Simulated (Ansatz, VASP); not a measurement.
# Ba2CoWO6: VASP beside Ansatz

Aim: how closely do two programs agree when they are given the same cell, functional and k mesh? The cell comes out of the VASP series on this material, whose earlier steps may have relaxed, scaled or displaced it; both programs get it as it stands.

Method: plane waves, with VASP 6.6.1 beside it; band structure at PBEsol, DFT+U, single point at PBEsol, DFT+U and band structure at PBEsol, DFT+U, spin-orbit coupling, in Ansatz 0.2.0.

**1. The structure**

It takes space group Fm-3m (No. 225, cubic). Conventional cell: a = 8.059 Å, b = 8.059 Å, c = 8.059 Å, α = 90.00°, β = 90.00°, γ = 90.00°. Nearest to Ba lie 12 O at 2.85 Å. Nearest to Co lie 6 O at 2.09 Å. Nearest to W lie 6 O at 1.94 Å. O has 1 W at 1.94 Å and 1 Co at 2.09 Å and 4 Ba at 2.85 Å nearest. Farther neighbours and most contacts between anions are not listed.

**2. Ansatz: band structure, PBEsol, DFT+U**

Ansatz runs on its default PAW (the set named soft_2) files.

The same path points are solved in both programs, so levels can be compared one by one.

The input, input.yaml:

```yaml
crystal:
  lattice:
    - [0.0, 4.0297098743, 4.0297098743]
    - [4.0297098743, 0.0, 4.0297098743]
    - [4.0297098743, 4.0297098743, 0.0]
  atoms:
    - { symbol: Ba, position: [0.25, 0.25, 0.25], spin: -0.004 }
    - { symbol: Ba, position: [0.75, 0.75, 0.75], spin: -0.004 }
    - { symbol: Co, position: [0.0, 0.0, 0.0], spin: 2.716 }
    - { symbol: W, position: [0.5, 0.5, 0.5], spin: -0.031 }
    - { symbol: O, position: [0.7405081563, 0.2594918437, 0.2594918437], spin: 0.057 }
    - { symbol: O, position: [0.2594918437, 0.7405081563, 0.2594918437], spin: 0.057 }
    - { symbol: O, position: [0.2594918437, 0.7405081563, 0.7405081563], spin: 0.057 }
    - { symbol: O, position: [0.7405081563, 0.2594918437, 0.7405081563], spin: 0.057 }
    - { symbol: O, position: [0.2594918437, 0.2594918437, 0.7405081563], spin: 0.057 }
    - { symbol: O, position: [0.7405081563, 0.7405081563, 0.2594918437], spin: 0.057 }
hamiltonian:
  xc: pbesol
  pseudopotentials: { kind: paw }
  hubbard: { sites: [{ species: Co, l: d, u_eff: 4.0 }] }
magnetization:
  spin_polarized: true
kpoints:
  mp_grid: { grid: [5, 5, 5] }
  band_path:
    path:
      - [0.0, 0.0, 0.0]
      - [0.18182, 0.0, 0.18182]
      - [0.36364, 0.0, 0.36364]
      - [0.5, 0.0, 0.5]
      - [0.5, 0.09091, 0.59091]
      - [0.5, 0.18182, 0.68182]
      - [0.5, 0.25, 0.75]
      - [0.45455, 0.29545, 0.75]
      - [0.40909, 0.34091, 0.75]
      - [0.375, 0.375, 0.75]
      - [0.20455, 0.20455, 0.40909]
      - [0.06818, 0.06818, 0.13636]
      - [0.04545, 0.04545, 0.04545]
      - [0.22727, 0.22727, 0.22727]
      - [0.40909, 0.40909, 0.40909]
      - [0.51136, 0.47727, 0.51136]
      - [0.55682, 0.38636, 0.55682]
      - [0.60227, 0.29545, 0.60227]
      - [0.61364, 0.25, 0.63636]
      - [0.56818, 0.25, 0.68182]
      - [0.51136, 0.25, 0.73864]
      - [0.5, 0.29545, 0.70455]
      - [0.5, 0.38636, 0.61364]
      - [0.5, 0.47727, 0.52273]
      - [0.47727, 0.47727, 0.54545]
      - [0.43182, 0.43182, 0.63636]
      - [0.38636, 0.38636, 0.72727]
      - [0.60227, 0.20455, 0.60227]
      - [0.55682, 0.11364, 0.55682]
      - [0.5, 0.0, 0.5]
    npoints: 1
scf:
  occupations: { method: gaussian, width: 0.05 }
  n_extra_bands: 14
output:
  forces: true
  stress: true
  eigenvalues: true
```

Started as:

```bash
$ ansatz run input.yaml --threads 4 --pin off --max-ram 9216MiB --backend cpu --events-out ev --progress --plain --runs-dir out
```

Numbers of over 12 decimals in the logs are rounded to 6 here.

Log:

```text
Ba: projections on atomic orbitals take those of the free atom [Kr 4d10] 5s2 5p6 6s2, of charge +0.00 (hamiltonian.pseudopotentials.projection_atoms); the dataset's partial waves leave at most 9.7e-6 of an orbital's norm unspanned inside its sphere
Co: projections on atomic orbitals take those of the free atom [Ne] 3s2 3p6 3d7 4s2, of charge +0.00 (hamiltonian.pseudopotentials.projection_atoms); the dataset's partial waves leave at most 1.4e-6 of an orbital's norm unspanned inside its sphere
W: projections on atomic orbitals take those of the free atom [Kr 4d10 4f14] 5s2 5p6 5d4 6s2, of charge +0.00 (hamiltonian.pseudopotentials.projection_atoms); the dataset's partial waves leave at most 6.5e-5 of an orbital's norm unspanned inside its sphere
O: projections on atomic orbitals take those of the free atom [He] 2s2 2p4, of charge +0.00 (hamiltonian.pseudopotentials.projection_atoms); the dataset's partial waves leave at most 1.9e-8 of an orbital's norm unspanned inside its sphere
scf.n_extra_bands = 14 over 44 filled bands (N_el = 87.0): the run solves 58 bands
Engine: ansatz 0.2.0, aarch64-unknown-linux-gnu
Pseudopotentials: kind: paw
Pseudopotential: Ba, paw, valence charge 10, recommended cutoff 420 eV (normal), Ba.paw.azcp
Pseudopotential: Co, paw, valence charge 17, recommended cutoff 420 eV (normal), Co.paw.azcp
Pseudopotential: W, paw, valence charge 14, recommended cutoff 420 eV (normal), W.paw.azcp
Pseudopotential: O, paw, valence charge 6, recommended cutoff 420 eV (normal), O.paw.azcp
Functional definition: PBEsol
  exchange = pbesol_x
  correlation = pbesol_c
Crystal: 10 atoms, lattice volume = 130.873 Å³
Basis set: ecut = 420 eV, 2637 PW (Γ), exchange–correlation on 80×80×80 points (8 copies of the dense FFT grid, shifted against one another)
Bands: 58, of which v1, the nominal top of the filled ones, is band 44 counted from 1 (43 counted from 0)
Symmetry: 48 space group operations
Space group: Fm-3m (ITA 225), of the structure as read, at distance tolerance 5.1e-5 Å
Magnetic group: BNS 225.116 (UNI 1618), of the structure as read, at distance tolerance 5.1e-5 Å
k-points: 10 of 125
Non-local potential: Ba, projectors of the file, l = 0: 3, l = 1: 2, l = 2: 2, l = 3: 2
Non-local potential: Co, projectors of the file, l = 0: 3, l = 1: 2, l = 2: 3, l = 3: 1
Non-local potential: W, projectors of the file, l = 0: 3, l = 1: 2, l = 2: 2, l = 3: 1
Non-local potential: O, projectors of the file, l = 0: 2, l = 1: 2, l = 2: 1
PAW form: soft (Blöchl's): semilocal exchange-correlation on the pseudo side does not see the compensation charge
PAW frozen core: Ba, regenerated for the run's functional, and the local potential with it (the file was generated under x = pbe(κ = 0.804, μ = 0.219515), c = pbe(β = 0.066725))
PAW frozen core: Co, regenerated for the run's functional, and the local potential with it (the file was generated under x = pbe(κ = 0.804, μ = 0.219515), c = pbe(β = 0.066725))
PAW frozen core: W, regenerated for the run's functional, and the local potential with it (the file was generated under x = pbe(κ = 0.804, μ = 0.219515), c = pbe(β = 0.066725))
PAW frozen core: O, regenerated for the run's functional, and the local potential with it (the file was generated under x = pbe(κ = 0.804, μ = 0.219515), c = pbe(β = 0.066725))
PAW one-centre angular grid: Ba, 194 points (default); XC on 64 Gauss nodes
PAW one-centre angular grid: Co, 590 points (default); XC on 64 Gauss nodes
PAW one-centre angular grid: W, 590 points (default); XC on 64 Gauss nodes
PAW one-centre angular grid: O, 110 points (default); XC on 64 Gauss nodes
Initial density: superposition of atomic densities (chi_scale 0.1, normalization cell, long waves kept (reshape's long-wave potential 0.01 eV rms))
Starting moments: Σ|m| = 3.097 μB on 10 of 10 sites
Initial wavefunctions: pseudopotential atomic-orbital guess
Functional: x = pbesol(κ = 0.804, μ = 0.123457), c = pbesol(β = 0.046)
SCF iter   1: F=—  HF=-30458.891557 eV  |F-HF|=—  |Δ(HF+E_count)|=         —  Δρ=2.04e-1 (↑6.44e-2 ↓2.04e-1)  dr2=1.08e2  dr2_m=7.05e0  M=1.476 μB ∫|m|=1.500 μB  β_m=0.30  ethr=3.10e-3  ⟨swp⟩=11.2  Hψ=6462  notcnv=0  defer=14
preconditioner: auto → Kerker (q_TF=auto, 2.549 Å⁻¹)  [metal: Δε(μ)=0.006 eV  Ē_g=13.994 eV  σ=0.050 eV  W_gap=0.07  n_scr=26 (ndim 8)  ℏωp=27.4 eV  f_vac=0.000  D(μ)=11.38/eV (n_scr^D=136)]
spin=Collinear: Kerker preconditioning applied to the charge; magnetization (m = ρ↑ − ρ↓) channel mixes plain (no charge-response kernel on spin).
SCF iter   2: F=—  HF=-30450.253927 eV  |F-HF|=—  |Δ(HF+E_count)|=    8.64e0  Δρ=8.09e-2 (↑3.73e-2 ↓8.09e-2)  dr2=1.69e1  dr2_m=1.43e0  M=3.000 μB ∫|m|=3.133 μB  β_m=0.30  ethr=3.10e-3  ⟨swp⟩=4.0  Hψ=2830  notcnv=0  defer=145
SCF iter   3: F=—  HF=-30447.947776 eV  |F-HF|=—  |Δ(HF+E_count)|=    2.31e0  Δρ=4.13e-2 (↑2.73e-2 ↓4.13e-2)  dr2=8.31e0  dr2_m=5.84e-1  M=3.000 μB ∫|m|=3.082 μB  β_m=0.30  ethr=3.10e-3  ⟨swp⟩=3.1  Hψ=2472  notcnv=0  defer=154
SCF iter   4: F=—  HF=-30446.602511 eV  |F-HF|=—  |Δ(HF+E_count)|=    1.35e0  Δρ=3.07e-2 (↑3.07e-2 ↓1.76e-2)  dr2=1.44e0  dr2_m=3.89e-1  M=3.000 μB ∫|m|=3.114 μB  β_m=0.30  ethr=3.10e-3  ⟨swp⟩=4.5  Hψ=2959  notcnv=0  defer=167
[...]
SCF iter   6: F=-30447.358872 eV  HF=-30447.358872 eV  |F-HF|=6.37e-9  |Δ(HF+E_count)|=   1.77e-8  Δρ=1.73e-6 (↑1.73e-6 ↓1.20e-6)  dr2=5.48e-9  dr2_m=1.09e-10  M=3.000 μB ∫|m|=3.053 μB  ethr=1.02e-10  ⟨swp⟩=2.0  Hψ=6388  notcnv=0
SCF iter   7: F=-30447.358872 eV  HF=-30447.358872 eV  |F-HF|=6.34e-9  |Δ(HF+E_count)|=    0.00e0  Δρ=1.73e-6 (↑1.73e-6 ↓1.19e-6)  dr2=5.46e-9  dr2_m=1.10e-10  M=3.000 μB ∫|m|=3.053 μB  ethr=6.30e-12  ⟨swp⟩=2.1  Hψ=6543  notcnv=0
SCF 2 converged in 7 iterations: F = -30447.358872 eV  dr2 = 5.46e-9
iter 1 solved again at ethr=6.48e-8 eV; its pass at ethr=3.10e-3 eV (dr2=5.64e-5 eV) is discarded
SCF iter   1: F=—  HF=-30447.358872 eV  |F-HF|=—  |Δ(HF+E_count)|=         —  Δρ=1.90e-6 (↑1.90e-6 ↓1.24e-6)  dr2=6.89e-9  dr2_m=1.59e-10  M=3.000 μB ∫|m|=3.053 μB  β_m=0.30  ethr=6.48e-8  ⟨swp⟩=3.9  Hψ=17696  notcnv=0
eigensolver tolerance schedule: the retry pair's looser diagonalisation over-reported the residual by 8179.47 of it (diagonalisation noise at 0.21 of the residual, at the tolerance the schedule requests for it); recorded, not acted on — ethr = c·dr2/N_el stays at c = 1.0e-1
preconditioner: auto → Resta (q_TF=auto, 2.549 Å⁻¹)  ε∞=4.9  [insulator: Δε(μ)=1.825 eV  Ē_g=13.905 eV  σ=0.050 eV  W_gap=1.00  n_scr=26 (ndim 8)  ℏωp=27.4 eV  f_vac=0.000  D(μ)=0.00/eV (n_scr^D=0)  ε∞_Penn≈4.9]
spin=Collinear: Resta preconditioning applied to the charge; magnetization (m = ρ↑ − ρ↓) channel mixes plain (no charge-response kernel on spin).
SCF iter   2: F=-30447.358872 eV  HF=-30447.358872 eV  |F-HF|=6.11e-10  |Δ(HF+E_count)|=   3.24e-8  Δρ=5.39e-7 (↑5.39e-7 ↓3.23e-7)  dr2=6.76e-10  dr2_m=5.00e-11  M=3.000 μB ∫|m|=3.053 μB  ethr=7.93e-12  ⟨swp⟩=9.3  Hψ=11045  notcnv=0
SCF 3 converged in 2 iterations: F = -30447.358872 eV  dr2 = 6.76e-10
Symmetry: 4 space group operations
k-points: 39 of 125
iter 1 solved again at ethr=4.44e-11 eV; its pass at ethr=1.15e-6 eV (dr2=3.86e-8 eV) is discarded
SCF iter   1: F=—  HF=-30447.358872 eV  |F-HF|=—  |Δ(HF+E_count)|=         —  Δρ=5.37e-7 (↑5.37e-7 ↓3.22e-7)  dr2=6.70e-10  dr2_m=4.98e-11  M=3.000 μB ∫|m|=3.053 μB  ethr=4.44e-11  ⟨swp⟩=2.0  Hψ=51819  notcnv=0
spin=Collinear: Resta preconditioning applied to the charge; magnetization (m = ρ↑ − ρ↓) channel mixes plain (no charge-response kernel on spin).
SCF iter   2: F=—  HF=-30447.358871 eV  |F-HF|=—  |Δ(HF+E_count)|=   8.16e-7  Δρ=3.90e-5 (↑2.32e-5 ↓3.90e-5)  dr2=4.36e-6  dr2_m=1.95e-7  M=3.000 μB ∫|m|=3.053 μB  ethr=1.15e-6  ⟨swp⟩=1.0  Hψ=12324  notcnv=0
SCF iter   3: F=—  HF=-30447.358872 eV  |F-HF|=—  |Δ(HF+E_count)|=   8.25e-7  Δρ=2.72e-6 (↑2.21e-6 ↓2.72e-6)  dr2=4.52e-8  dr2_m=8.89e-10  M=3.000 μB ∫|m|=3.053 μB  ethr=1.15e-10  ⟨swp⟩=3.0  Hψ=12884  notcnv=0
SCF iter   4: F=-30447.358872 eV  HF=-30447.358872 eV  |F-HF|=1.64e-10  |Δ(HF+E_count)|=   9.38e-9  Δρ=2.59e-7 (↑1.87e-7 ↓2.59e-7)  dr2=1.56e-10  dr2_m=3.16e-12  M=3.000 μB ∫|m|=3.053 μB  ethr=5.69e-11  ⟨swp⟩=1.0  Hψ=9360  notcnv=0
an SCF along what the orbitals of the run's state read of its open shells (or to have them read: on a GPU, or by another smearing), with 44 of the crystal's symmetry operations given up (39 k-points in place of 10), reached no lower state that the run goes on to. This is no proof of a minimum
NSCF: frozen V_eff on 30 k-points
SCF converged after 2 iterations
Magnetization: 3.0000 μB (45.0000 up, 42.0000 down)
Absolute magnetization: 3.0516 μB (∫|ρ↑−ρ↓|, with the PAW one-centre terms)
Spin contamination: 0.0086 ħ² per cell (⟨S²⟩ above its minimum at these occupations)
Per-site moments (μB) at R_I (Å): [(-0.00146585, 1.175816), (-0.00146585, 1.175816), (2.588595, 0.862683), (0.016784, 0.799572), (0.037290, 0.799572), (0.037290, 0.799572), (0.037290, 0.799572), (0.037290, 0.799572), (0.037290, 0.799572), (0.037290, 0.799572)]
Free energy (F): -30447.358872 eV
Harris-Foulkes:  -30447.358872 eV  (|F-HF|=6.11e-10)
Internal energy: -30447.358872 eV  (E = F + TS)
E sigma→0 (E₀):  -30447.358872 eV
Fermi energy:    11.976332 eV
--- Per-component energies (eV) ---
  E_band       = -502.101180
  E_kinetic    = 2279.349042
  E_local      = -7438.423801  (includes V_loc(G=0)·N_el)
  E_nonlocal   = 872.573437
  E_hartree    = 2986.473495
  E_xc         = -1193.237267
  E_vxc        = -1274.467431  (∫ρ·V_xc dr)
  E_hubbard    = 0.689723  (on-site DFT+U / exact-exchange correction)
  E_vhub       = -13.114159  (the Hubbard potential's part of the band-sum identity)
  E_paw        = -21113.916031  (= ΣΔE_a)
  E_vpaw       = -900.981646  (= ΣTr[D̂ρ^β])
  E_aug_tail   = 0.014548  (compensation charges beyond the density's cutoff)
  E_ewald      = -6841.806823
  E_core_change = 0.924805  (= ΣΔE_core)
  E_smearing   = -0.000000  (= −TS)
  E_closure    = 0.000000  (closes the sum)
  Σ components = -30447.358872   (vs F -30447.358872, Δ=0.00e0)
--- Forces (eV/Å), atoms counted from 1 ---
  atom   1  Ba     0.03359006     0.03359006     0.03359006
  atom   2  Ba    -0.03359006    -0.03359006    -0.03359006
  atom   3  Co     0.00000000     0.00000000    -0.00000000
  atom   4  W      0.00000000     0.00000000     0.00000000
  atom   5  O      0.52376725    -0.01328506    -0.01328506
  atom   6  O     -0.01328506     0.52376725    -0.01328506
  atom   7  O     -0.52376725     0.01328506     0.01328506
  atom   8  O      0.01328506    -0.52376725     0.01328506
  atom   9  O     -0.01328506    -0.01328506     0.52376725
  atom  10  O      0.01328506     0.01328506    -0.52376725
  max |Σ_I F_I| component: 2.43e-17 eV/Å
--- Stress (GPa, compression-positive) ---
       -0.738398       0.217949       0.217949
        0.217949      -0.738398       0.217949
        0.217949       0.217949      -0.738398
  P = ⅓ Tr σ = -0.7384 GPa (-7.384 kbar)
--- Band table (eV; the first three rows and the last of 38) ---
  k-point 0 ↑: bands = [... 40 lower, 10.1903, 10.1903, 10.4741, 10.4741, 10.4891, 13.9227, 13.9930, 13.9930, ... 10 higher]
  k-point 1 ↑: bands = [... 40 lower, 10.2253, 10.2397, 10.3659, 10.5578, 10.5667, 13.9638, 13.9937, 14.0256, ... 10 higher]
  k-point 2 ↑: bands = [... 40 lower, 9.9168, 9.9338, 10.1126, 11.0417, 11.0470, 13.9501, 14.0028, 14.0207, ... 10 higher]
  k-point 18 ↓: bands = [... 40 lower, 10.5919, 10.8133, 13.8655, 14.0325, 14.2241, 14.3718, 15.1545, 15.3736, ... 10 higher]
Occupation matrices written to <dir>
```

Wall time 100 s (4 threads of Arm Neoverse V1, shared host); peak memory 1.9 GiB; 6 min of CPU time.

(Continued in part 2 of 4.)

[Lines on the potential files, build, host, timing and source positions are cut from VASP's logs without a mark.]

[Logs are printed without paths, hosts, clocks, repeated set-up lines and the standing remarks that a program may print on its own settings, such as how far it seeks lower states.]

[Hosts, paths, dates, database ids (printed as entryN), source tags and the programs' standing remarks are cut or masked in the printed files.]
